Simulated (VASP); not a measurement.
Output of a VASP run:

File OSZICAR:
```
       N       E                     dE             d eps       ncg     rms          rms(c)
DAV:   1     0.282556525279E+03    0.28256E+03   -0.15066E+04  3344   0.151E+03
DAV:   2    -0.403053074665E+01   -0.28659E+03   -0.27567E+03  3618   0.431E+02
DAV:   3    -0.193405744236E+02   -0.15310E+02   -0.15174E+02  3722   0.112E+02
DAV:   4    -0.195017301243E+02   -0.16116E+00   -0.16093E+00  3787   0.123E+01
DAV:   5    -0.195032223058E+02   -0.14922E-02   -0.14911E-02  3682   0.119E+00    0.195E+01
DAV:   6    -0.177855880467E+02    0.17176E+01   -0.17002E+01  4400   0.435E+01    0.111E+01
DAV:   7    -0.176034074889E+02    0.18218E+00   -0.36068E+00  4087   0.216E+01    0.795E+00
DAV:   8    -0.175987689244E+02    0.46386E-02   -0.20502E-01  3461   0.415E+00    0.346E+00
DAV:   9    -0.176007500982E+02   -0.19812E-02   -0.52986E-02  4165   0.221E+00    0.697E-01
DAV:  10    -0.176020983883E+02   -0.13483E-02   -0.19087E-02  3458   0.138E+00    0.153E-01
DAV:  11    -0.176022308598E+02   -0.13247E-03   -0.49597E-04  3452   0.228E-01    0.579E-02
DAV:  12    -0.176022519886E+02   -0.21129E-04   -0.26795E-05  3590   0.474E-02    0.366E-02
DAV:  13    -0.176022675797E+02   -0.15591E-04   -0.17549E-05  3389   0.380E-02    0.136E-02
DAV:  14    -0.176022693729E+02   -0.17932E-05   -0.21006E-06  3033   0.136E-02    0.409E-03
DAV:  15    -0.176022695351E+02   -0.16217E-06   -0.72280E-07  2143   0.868E-03
   1 F= -.17602270E+02 E0= -.17600310E+02  d E =-.391810E-02  mag=     2.0000
```

**OUTCAR**
```
------------------------ aborting loop because EDIFF is reached ----------------------------------------
  FORCE on cell =-STRESS in cart. coord.  units (eV):
  Direction    XX          YY          ZZ          XY          YZ          ZX
  --------------------------------------------------------------------------------------
  Total        5.1909312      5.1909341      3.1107252      0.0000000     -0.0000002      0.0000000
  in kB      278.2327501    278.2329092    166.7341758      0.0000000     -0.0000110      0.0000000
  external PRESSURE =     241.0666117 kB  Pullay stress =       0.0000000 kB
  volume of cell :       29.89
      direct lattice vectors                 reciprocal lattice vectors
     1.306209000  0.754140000  5.057449000     0.382787134  0.221002192  0.065909396
    -1.306209000  0.754140000  5.057449000    -0.382787134  0.221002192  0.065909396
     0.000000000 -1.508281000  5.057449000     0.000000000 -0.442004384  0.065909352
 POSITION                                       TOTAL-FORCE (eV/Angst)
 -----------------------------------------------------------------------------------
      0.00000      0.00000      0.00000         0.000000      0.000000     -0.006593
      0.00000     -0.00000     11.41416         0.000000     -0.000000      0.912732
      0.00000     -0.00000      8.81513         0.000000      0.000000     -0.906139
 -----------------------------------------------------------------------------------
    total drift:                                0.000000      0.000011      0.000147
  FREE ENERGIE OF THE ION-ELECTRON SYSTEM (eV)
  ---------------------------------------------------
  free  energy   TOTEN  =       -17.6022695351 eV

  energy  without entropy=      -17.5983514333  energy(sigma->0) =      -17.60031048

 total charge

# of ion       s       p       d       tot
------------------------------------------
    1        0.263   6.321   4.292  10.876
    2        1.748   4.353   0.000   6.101
    3        1.748   4.353   0.000   6.101
--------------------------------------------------
tot          3.759  15.028   4.292  23.078

 magnetization (x)

# of ion       s       p       d       tot
------------------------------------------
    1        0.003   0.004   1.843   1.850
    2        0.004   0.044   0.000   0.049
    3        0.004   0.044   0.000   0.049
--------------------------------------------------
tot          0.012   0.093   1.843   1.948
```
(Selected blocks of OUTCAR.)

**POSCAR**
```
CrF2
1
    1.3062090000     0.7541400000     5.0574490000
   -1.3062090000     0.7541400000     5.0574490000
    0.0000000000    -1.5082810000     5.0574490000
Cr F
1 2
Direct
  0.0000000000   0.0000000000   0.0000000000
  0.7523000000   0.7523000000   0.7523000000
  0.5810000000   0.5810000000   0.5810000000
```

Reconstruct the remaining input files.

This is not unique; one that fits is the input of the run itself, PBE GGA, plane waves, VASP's PBE PAW potentials (set 64).

INCAR:
```
LASPH = .True.   # aspherical one-centre terms
LCHARG = .False.
LREAL = .False.
LMAXMIX = 4   # l cut-off of mixed one-centre charges
LWAVE = .False.
ISIF = 2   # forces and stress, cell fixed
SYSTEM = CrF2
GGA = PE   # PBE
ENCUT = 520   # plane-wave cut-off (eV)
ISMEAR = 0
ISPIN = 2   # spin-polarised
PREC = Accurate
SIGMA = 0.05   # width (eV)
NELM = 100   # most electronic steps
LORBIT = 10
ALGO = Normal   # blocked Davidson
MAGMOM = 3.0 0.0 0.0
EDIFF = 1E-6   # SCF stop (eV)
```

File KPOINTS:
```
Automatic mesh
0
Gamma
  7 7 7
0 0 0
```

POTCAR, in this order: Cr_pv F (PBE.64 set). Program: vasp_std.

The moments were started parallel, and other spin orders were not tried in this run.

The structure was generated: CrF2 was put into the 3R-MoS2 type (R3m), which need not be its known phase. The cell was not relaxed at this level. The k-mesh is coarse (spacing up to 0.40 per Å, 2π included), so the numbers may not be converged in it.
